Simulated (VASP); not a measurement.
Input:

```yaml
crystal:
  lattice:
    - [2.98274, 0.00000, 0.00000]
    - [0.00000, 2.98274, 0.00000]
    - [0.00000, 0.00000, 2.98274]
  atoms:
    - { symbol: Y, position: [0.00000, 0.00000, 0.00000] }
    - { symbol: N, position: [0.50000, 0.50000, 0.50000] }
```

These are r2SCAN meta-GGA, VASP's PBE PAW potentials (set 64) (plane waves; VASP) values and carry that method's errors. Numerical set-up: 520 eV cut-off, 14×14×14 Γ-centred mesh, tetrahedra with Blöchl corrections, potentials Y_sv N.

**Question.** Give the energies of bands 6 to 11 at the high-symmetry points, in eV from the Fermi level.

**Answer.** 
```json
[
 {"band": "6", "Γ": "-0.44", "X": "-5.07", "M": "-2.40", "R": "-5.04"},
 {"band": "7", "Γ": "-0.44", "X": "-1.37", "M": "-2.40", "R": "-5.04"},
 {"band": "8", "Γ": "-0.07", "X": "-1.37", "M": "0.27", "R": "-5.04"},
 {"band": "9", "Γ": "-0.07", "X": "0.68", "M": "1.09", "R": "8.31"},
 {"band": "10", "Γ": "-0.07", "X": "6.61", "M": "3.45", "R": "8.31"},
 {"band": "11", "Γ": "5.65", "X": "7.77", "M": "4.40", "R": "8.31"}
]
```

It has no gap at this level: it comes out as a metal or semimetal.

The structure was generated: YN was put into the CsCl type (Pm-3m), which need not be its known phase. It was relaxed first, which changed the volume by +13 %.
